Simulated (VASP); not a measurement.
These are PBE GGA, VASP's PBE PAW potentials (set 64) (plane waves; VASP) values and carry that method's errors.

VASP ran on this input.

File KPOINTS:
```
Automatic mesh
0
Gamma
1 1 1
0 0 0
```

POSCAR:
```
MgI2
1.0
  2.0816400000  -3.6055060000   0.0000000000
  2.0816400000   3.6055060000   0.0000000000
  0.0000000000   0.0000000000   6.8819520000
Mg I
1 2
Cartesian
  0.0000000000   0.0000000000   0.0000000000
  2.0816400000   1.2018377370   1.6654323840
  2.0816400000  -1.2018377370   5.2165196160
```

INCAR:
```
SYSTEM = MgI2
PREC = Accurate; ENCUT = 300; LREAL = .FALSE.
LASPH = .TRUE.
EDIFF = 1E-6; NELM = 100; ALGO = Normal
LMAXMIX = 4
ISMEAR = -1; SIGMA = 0.01
GGA = PE
ISIF = 2
LWAVE = .FALSE.; LCHARG = .FALSE.
```

POTCAR, in this order: Mg I (PBE.64 set). Program: vasp_std.

Problem. What does the run give for the energy per atom (σ→0), pressure, largest force?

Solution. 
```json
{
  "energy per atom (σ→0)": "0.501 eV/atom",
  "pressure": "227.1 kbar",
  "largest_force": "0.140 eV/Å"
}
```

### OSZICAR
```
...
DAV:   7     0.154041264753E+01    0.56858E-01   -0.59770E-01    24   0.433E+00    0.236E+00
DAV:   8     0.150474769180E+01   -0.35665E-01   -0.33888E-02    24   0.139E+00    0.330E-01
DAV:   9     0.150350342410E+01   -0.12443E-02   -0.46144E-03    32   0.496E-01    0.107E-01
DAV:  10     0.150336292792E+01   -0.14050E-03   -0.31843E-04    28   0.132E-01    0.515E-02
DAV:  11     0.150333319099E+01   -0.29737E-04   -0.51867E-05    24   0.486E-02    0.242E-02
DAV:  12     0.150332806610E+01   -0.51249E-05   -0.59888E-06    32   0.182E-02    0.111E-02
DAV:  13     0.150332723495E+01   -0.83115E-06   -0.19981E-06    24   0.114E-02
   1 F= 0.15033272E+01 E0= 0.15033272E+01  d E =-.158074E-11
```

The structure is a typed MgI2 crystal (P-3m1). The cell was not relaxed at this level. The k-mesh is coarse (spacing up to 1.74 per Å, 2π included), so the numbers may not be converged in it. The run is one of a series of settings (KPOINTS 1×1×1 Γ-centred mesh against the base run), some of them coarse on purpose.
